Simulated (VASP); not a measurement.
Consider the following.

```xyz
4
Lattice="1.8851 -4.9721 0.0000 1.8851 4.9721 0.0000 0.0000 0.0000 3.7557" Properties=species:S:1:pos:R:3 pbc="T T T"
Zr     1.8851    -1.4434     0.9389
Zr     1.8851     1.4434     2.8168
Si     1.8851    -4.1950     0.9389
Si     1.8851     4.1950     2.8168
```

These are PBEsol GGA, VASP's PBE PAW potentials (set 64) (plane waves; VASP) values and carry that method's errors. Numerical set-up: 300 eV cut-off, 8×8×7 Γ-centred mesh, Gaussian smearing of 0.27 eV, potentials Zr_sv Si.

At this cut-off the stress carries a Pulay error, which pulls relaxed volumes low.

Task: Predict the energy per atom (σ→0), pressure, band gap (on the k-mesh) with the smallest direct gap where there is one.

Result: 
```
Item                                                        Result
------------------------  ----------------------------------------
band gap (on the k-mesh)  none (metal, semimetal or under 0.01 eV)
energy per atom (σ→0)                               -8.436 eV/atom
pressure                                                 -3.19 GPa
```

Only differences to runs with the same potentials and settings are physical.

The structure comes from a computed database's ZrSi entry (Cmcm); how it stands against other phases isn't given here. The cell was not relaxed at this level.
